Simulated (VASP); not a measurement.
# TiO2 (P4_2/mnm) in VASP: Born charges and dielectric tensor with LDA

Aim: the Born charges and dielectric tensor of TiO2 with LDA.

All numbers are computed with VASP 6.6.1; they aren't measurements. Logs are shortened: lines on timing, memory, paths and dates and some standing lists are left out, and cuts for length are marked.

**The experiment to reproduce.**

“Shallow Valence Band of Rutile GeO2 and P-type Doping”, 2020, arxiv:2011.08928 quotes, for a bulk crystal of TiO2 at 1.6 K: band gap 3.03 eV (direct).

The runs below are set against these values where they give the same quantity.

## 1. The structure

It takes space group P4_2/mnm (No. 136, tetragonal). Conventional cell: a = 4.592 Å, b = 4.592 Å, c = 2.957 Å, α = 90.00°, β = 90.00°, γ = 90.00°. Around Ti (site symmetry mmm) lie 6 O at 1.95 to 1.98 Å. Around O (site symmetry m2m) lie 3 Ti at 1.95 to 1.98 Å.

## 2. Born charges and dielectric tensor, LDA

Input file INCAR:

```
  ALGO = Normal
  EDIFF = 1E-8
  ENCUT = 600
  GGA = CA
  IBRION = 8
  ISIF = 2
  ISMEAR = 0
  LASPH = True
  LCHARG = False
  LEPSILON = True
  LREAL = False
  LWAVE = False
  NELM = 100
  NSW = 1
  PREC = Accurate
  SIGMA = 0.02
```

Input file KPOINTS:

```
k-points
0
Gamma
  6 6 10
```

Input file POSCAR:

```
TiO2
1.0
    4.5922000000      0.0000000000      0.0000000000
    0.0000000000      4.5922000000      0.0000000000
    0.0000000000      0.0000000000      2.9574000000
Ti O
2 4
Direct
    0.0000000000      0.0000000000      0.0000000000
    0.5000000000      0.5000000000      0.5000000000
    0.3049600000      0.3049600000      0.0000000000
    0.1950400000      0.8049600000      0.5000000000
    0.6950400000      0.6950400000      0.0000000000
    0.8049600000      0.1950400000      0.5000000000
```

Potentials or basis: VASP PAW LDA potentials, release 64 (Ti_sv, O).

The run is started by

```
> cat potpaw_LDA.64/Ti_sv/POTCAR potpaw_LDA.64/O/POTCAR > POTCAR
> mpirun -np 1 vasp_std > vasp.out
```

OUTCAR:

```text
EDIFF = 1E-8
   ENCUT = 600
   GGA = CA
   IBRION = 8
   ISIF = 2
   ISMEAR = 0
   LASPH = True
   LEPSILON = True
   LREAL = False
   NELM = 100
   NSW = 1
   PREC = Accurate

 ion  position               nearest neighbor table
   1  0.000  0.000  0.000-   4 1.95   6 1.95   4 1.95   6 1.95   5 1.98   3 1.98
   2  0.500  0.500  0.500-   3 1.95   5 1.95   3 1.95   5 1.95   4 1.98   6 1.98
   3  0.305  0.305  0.000-   2 1.95   2 1.95   1 1.98
   4  0.195  0.805  0.500-   1 1.95   1 1.95   2 1.98
   5  0.695  0.695  0.000-   2 1.95   2 1.95   1 1.98
   6  0.805  0.195  0.500-   1 1.95   1 1.95   2 1.98

  LATTYP: Found a simple tetragonal cell.
 ALAT       =     4.5922000000
 C/A-ratio  =     0.6440050520

  Lattice vectors:

 A1 = (   4.5922000000,   0.0000000000,   0.0000000000)
 A2 = (   0.0000000000,   4.5922000000,   0.0000000000)
 A3 = (   0.0000000000,   0.0000000000,   2.9574000000)

Analysis of symmetry for initial positions (statically):
=====================================================================
 Subroutine PRICEL returns:
 Original cell was already a primitive cell.

 Routine SETGRP: Setting up the symmetry group for a
 simple tetragonal supercell.

 Subroutine GETGRP returns: Found 16 space group operations
 (whereof  8 operations were pure point group operations)
 out of a pool of 16 trial point group operations.

The static configuration has the point symmetry D_2h.
 The point group associated with its full space group is D_4h.

Analysis of symmetry for dynamics (positions and initial velocities):
=====================================================================
 Subroutine PRICEL returns:
 Original cell was already a primitive cell.

 Routine SETGRP: Setting up the symmetry group for a
 simple tetragonal supercell.

 Subroutine GETGRP returns: Found 16 space group operations
 (whereof  8 operations were pure point group operations)
 out of a pool of 16 trial point group operations.

The dynamic configuration has the point symmetry D_2h.
 The point group associated with its full space group is D_4h.

 Subroutine INISYM returns: Found 16 space group operations
 (whereof  8 operations are pure point group operations),
 and found     1 'primitive' translations

----------------------------------------------------------------------------------------

                                     Primitive cell

  volume of cell :      62.3665

  direct lattice vectors                    reciprocal lattice vectors
     4.592200000  0.000000000  0.000000000     0.217760550  0.000000000  0.000000000
[... 997 lines left out ...]
  x     0.00000     0.00000     0.00000     0.00000     0.00000     0.00000
  y     0.00000     0.00000     0.00000     0.00000     0.00000     0.00000
  z     0.00000     0.00000     0.00000     0.00000     0.00000     0.00000

 PIEZOELECTRIC TENSOR (including local field effects)  for field in x, y, z        (C/m^2)
          XX          YY          ZZ          XY          YZ          ZX
  --------------------------------------------------------------------------------
  x     0.00000     0.00000     0.00000     0.00000     0.00000     0.00000
  y     0.00000     0.00000     0.00000     0.00000     0.00000     0.00000
  z     0.00000     0.00000     0.00000     0.00000     0.00000     0.00000

 BORN EFFECTIVE CHARGES (including local field effects) (in |e|, cummulative output)
 ---------------------------------------------------------------------------------
 ion    1
    1     6.29237     1.02002     0.00000
    2     1.02002     6.29237     0.00000
    3     0.00000     0.00000     7.74849
 ion    2
    1     6.29237    -1.02002     0.00000
    2    -1.02002     6.29237     0.00000
    3     0.00000     0.00000     7.74849
 ion    3
    1    -3.14619    -1.79161     0.00000
    2    -1.79161    -3.14619     0.00000
    3     0.00000     0.00000    -3.87424
 ion    4
    1    -3.14619     1.79161     0.00000
    2     1.79161    -3.14619     0.00000
    3     0.00000     0.00000    -3.87424
 ion    5
    1    -3.14619    -1.79161     0.00000
    2    -1.79161    -3.14619     0.00000
    3     0.00000     0.00000    -3.87424
 ion    6
    1    -3.14619     1.79161     0.00000
    2     1.79161    -3.14619     0.00000
    3     0.00000     0.00000    -3.87424

 INTERNAL STRAIN TENSOR FOR ION    6 for displacements in x,y,z  (eV/Angst):
          X           Y           Z          XY          YZ          ZX
  --------------------------------------------------------------------------------
  x     4.54773     2.23343     3.75162     0.69936     0.00000     0.00000
  y    -2.23343    -4.54773    -3.75162    -0.67348     0.00000     0.00000
  z     0.00000     0.00000     0.00000     0.00000    -5.40770     4.36042

 SECOND DERIVATIVES (NOT SYMMETRIZED)
 ------------------------------------
               1X          1Y          1Z          2X          2Y          2Z          3X          3Y          3Z          4X          4Y          4Z          5X          5Y          5Z          6X          6Y          6Z
  1X   -15.615582    4.828068    0.000000   14.278130   -0.004851    0.000000   -1.243771   -1.039030    0.000000    1.912498   -1.372578    0.000000   -1.243771   -1.039030    0.000000    1.912498   -1.372578    0.000000
  1Y     4.828068  -15.615582    0.000000   -0.004851   14.278130    0.000000   -1.039030   -1.243771    0.000000   -1.372578    1.912498    0.000000   -1.039030   -1.243771    0.000000   -1.372578    1.912498    0.000000
  1Z     0.000000    0.000000   -0.367482    0.000000    0.000000    0.437085    0.000000    0.000000   -0.073806    0.000000    0.000000    0.039005    0.000000    0.000000   -0.073806    0.000000    0.000000    0.039005
  2X    14.278130    0.004851    0.000000  -15.615582   -4.828068    0.000000    1.912498    1.372578    0.000000   -1.243771    1.039030    0.000000    1.912498    1.372578    0.000000   -1.243771    1.039030    0.000000
  2Y     0.004851   14.278130    0.000000   -4.828068  -15.615582    0.000000    1.372578    1.912498    0.000000    1.039030   -1.243771    0.000000    1.372578    1.912498    0.000000    1.039030   -1.243771    0.000000
  2Z     0.000000    0.000000    0.437085    0.000000    0.000000   -0.367482    0.000000    0.000000    0.039005    0.000000    0.000000   -0.073806    0.000000    0.000000    0.039005    0.000000    0.000000   -0.073806
  3X    -1.241337   -1.026017    0.000000    1.897379    1.383496    0.000000  -11.122960   -5.729748    0.000000   -0.722179    0.936612    0.000000    5.726967    5.375067    0.000000    5.462129   -0.939411    0.000000
  3Y    -1.026017   -1.241337    0.000000    1.383496    1.897379    0.000000   -5.729748  -11.122960    0.000000   -0.939411    5.462129    0.000000    5.375067    5.726967    0.000000    0.936612   -0.722179    0.000000
  3Z     0.000000    0.000000   -0.087982    0.000000    0.000000    0.050872    0.000000    0.000000   -7.684533    0.000000    0.000000    2.008303    0.000000    0.000000    3.705036    0.000000    0.000000    2.008303
  4X     1.897379   -1.383496    0.000000   -1.241337    1.026017    0.000000   -0.722179   -0.936612    0.000000  -11.122960    5.729748    0.000000    5.462129    0.939411    0.000000    5.726967   -5.375067    0.000000
  4Y    -1.383496    1.897379    0.000000    1.026017   -1.241337    0.000000    0.939411    5.462129    0.000000    5.729748  -11.122960    0.000000   -0.936612   -0.722179    0.000000   -5.375067    5.726967    0.000000
  4Z     0.000000    0.000000    0.050872    0.000000    0.000000   -0.087982    0.000000    0.000000    2.008303    0.000000    0.000000   -7.684533    0.000000    0.000000    2.008303    0.000000    0.000000    3.705036
  5X    -1.241337   -1.026017    0.000000    1.897379    1.383496    0.000000    5.726967    5.375067    0.000000    5.462129   -0.939411    0.000000  -11.122960   -5.729748    0.000000   -0.722179    0.936612    0.000000
  5Y    -1.026017   -1.241337    0.000000    1.383496    1.897379    0.000000    5.375067    5.726967    0.000000    0.936612   -0.722179    0.000000   -5.729748  -11.122960    0.000000   -0.939411    5.462129    0.000000
  5Z     0.000000    0.000000   -0.087982    0.000000    0.000000    0.050872    0.000000    0.000000    3.705036    0.000000    0.000000    2.008303    0.000000    0.000000   -7.684533    0.000000    0.000000    2.008303
  6X     1.897379   -1.383496    0.000000   -1.241337    1.026017    0.000000    5.462129    0.939411    0.000000    5.726967   -5.375067    0.000000   -0.722179   -0.936612    0.000000  -11.122960    5.729748    0.000000
  6Y    -1.383496    1.897379    0.000000    1.026017   -1.241337    0.000000   -0.936612   -0.722179    0.000000   -5.375067    5.726967    0.000000    0.939411    5.462129    0.000000    5.729748  -11.122960    0.000000
  6Z     0.000000    0.000000    0.050872    0.000000    0.000000   -0.087982    0.000000    0.000000    2.008303    0.000000    0.000000    3.705036    0.000000    0.000000    2.008303    0.000000    0.000000   -7.684533

 Eigenvectors and eigenvalues of the dynamical matrix
 ----------------------------------------------------

   1 f  =   23.454862 THz   147.371242 2PiTHz  782.369972 cm-1    97.001470 meV
             X         Y         Z           dx          dy          dz
      0.000000  0.000000  0.000000    -0.000000   -0.000000    0.000000
      2.296100  2.296100  1.478700     0.000000    0.000000    0.000000
      1.400437  1.400437  0.000000     0.353553    0.353553    0.000000
      0.895663  3.696537  1.478700     0.353553   -0.353553   -0.000000
      3.191763  3.191763  0.000000    -0.353553   -0.353553   -0.000000
      3.696537  0.895663  1.478700    -0.353553    0.353553   -0.000000
[... 145 lines left out ...]
  18 f/i=    0.960396 THz     6.034346 2PiTHz   32.035365 cm-1     3.971877 meV
             X         Y         Z           dx          dy          dz
      0.000000  0.000000  0.000000     0.000000   -0.000000   -0.438940
      2.296100  2.296100  1.478700     0.000000   -0.000000   -0.438940
      1.400437  1.400437  0.000000     0.000000   -0.000000    0.392002
      0.895663  3.696537  1.478700     0.000000   -0.000000    0.392002
      3.191763  3.191763  0.000000     0.000000   -0.000000    0.392002
      3.696537  0.895663  1.478700     0.000000   -0.000000    0.392002

--------------------------------------------------------------------------------------------------------

 MACROSCOPIC STATIC DIELECTRIC TENSOR IONIC CONTRIBUTION
 ------------------------------------------------------
         457.634222    -0.000000     0.000000
          -0.000000   457.634222     0.000000
           0.000000     0.000000    -0.000000
 ------------------------------------------------------

 ELASTIC MODULI CONTR FROM IONIC RELAXATION (kBar)
 Direction    XX          YY          ZZ          XY          YZ          ZX
 --------------------------------------------------------------------------------
 XX        -310.2815     72.7640   -131.4045      0.0000     -0.0000     -0.0000
 YY          72.7640   -310.2815   -131.4045      0.0000      0.0000      0.0000
 ZZ        -131.4045   -131.4045   -145.3968      0.0000     -0.0000     -0.0000
 XY           0.0000      0.0000      0.0000     -2.6921      0.0000      0.0000
 YZ          -0.0000      0.0000     -0.0000      0.0000   -263.8379     -0.0000
 ZX          -0.0000      0.0000     -0.0000      0.0000     -0.0000   -171.5415
 --------------------------------------------------------------------------------

 PIEZOELECTRIC TENSOR IONIC CONTR  for field in x, y, z        (C/m^2)
          XX          YY          ZZ          XY          YZ          ZX
  --------------------------------------------------------------------------------
  x     0.00000    -0.00000    -0.00000    -0.00000    -0.00000     0.00000
  y     0.00000    -0.00000     0.00000    -0.00000    -0.00000    -0.00000
  z    -0.00000     0.00000     0.00000    -0.00000    -0.00000    -0.00000
```

It took 31 min on 1 thread of Intel Xeon 6975P-C (Granite Rapids), shared host; peak memory 0.71 GiB.

What came out:

* Band gap on the k mesh: 1.79 eV, direct
* Electronic dielectric tensor (diagonal): 7.57, 7.57, 9.09
* Born charges (mean of the diagonal): Ti +6.78; O -3.39 e
* Highest phonon frequency at Γ, LO-TO splitting left out: 782 cm⁻¹
* Most unstable mode: 32i cm⁻¹

Levels at points of the mesh, in eV from the valence-band top:
```tsv
k point	band 20	band 21	band 22	band 23	band 24	band 25	band 26	band 27	band 28
(0.00, 0.00, 0.00)	-2.00	-0.70	-0.45	-0.45	0.00	1.79	2.08	2.34	2.43
(0.50, 0.00, 0.00)	-3.07	-1.66	-1.66	-0.76	-0.76	2.47	2.47	2.96	2.96
(0.50, 0.50, 0.00)	-2.24	-1.31	-1.31	-1.07	-1.07	1.83	1.83	2.45	2.45
(0.00, 0.00, 0.50)	-2.76	-2.44	-2.44	-1.44	-1.44	2.92	2.92	3.10	3.10
(0.50, 0.00, 0.50)	-2.41	-2.08	-2.08	-1.05	-1.05	1.81	1.81	3.13	3.13
(0.50, 0.50, 0.50)	-2.73	-1.31	-1.31	-0.68	-0.68	2.52	2.52	3.16	3.16
```

Phonon frequencies in cm⁻¹ (negative: imaginary):
| q point | frequencies |
| --- | --- |
| (0.000, 0.000, 0.000) | -32 -1 -1 1 67 84 84 156 364 364 369 413 440 440 470 470 581 782 |

Electronic dielectric tensor:
```
7.57 0.00 0.00
0.00 7.57 0.00
0.00 0.00 9.09
```

Born effective charge tensors (e):
atom 1, Ti
```
6.29 1.02 0.00
1.02 6.29 0.00
0.00 0.00 7.75
```
atom 2, Ti
```
 6.29 -1.02  0.00
-1.02  6.29  0.00
 0.00  0.00  7.75
```
atom 3, O
```
-3.15 -1.79  0.00
-1.79 -3.15  0.00
 0.00  0.00 -3.87
```
atom 4, O
```
-3.15  1.79  0.00
 1.79 -3.15  0.00
 0.00  0.00 -3.87
```
atom 5, O
```
-3.15 -1.79  0.00
-1.79 -3.15  0.00
 0.00  0.00 -3.87
```
atom 6, O
```
-3.15  1.79  0.00
 1.79 -3.15  0.00
 0.00  0.00 -3.87
```

Caveat: some modes are imaginary.

## 3. How close it comes

Step 2. Measured gap of TiO2: 3.03 eV (direct; 1.6 K; quoted in “Shallow Valence Band of Rutile GeO2 and P-type Doping”, 2020, arxiv:2011.08928). This calculation gives 1.79 eV (-1.24 eV). 2 values of this kind are on record in papers (3.03 to 3.05 eV); this one was drawn at random among those near their median. The value is that of LDA on a finite k mesh, which can miss the band edges, without temperature or zero-point motion. Semilocal functionals fall short of measured gaps as a rule.
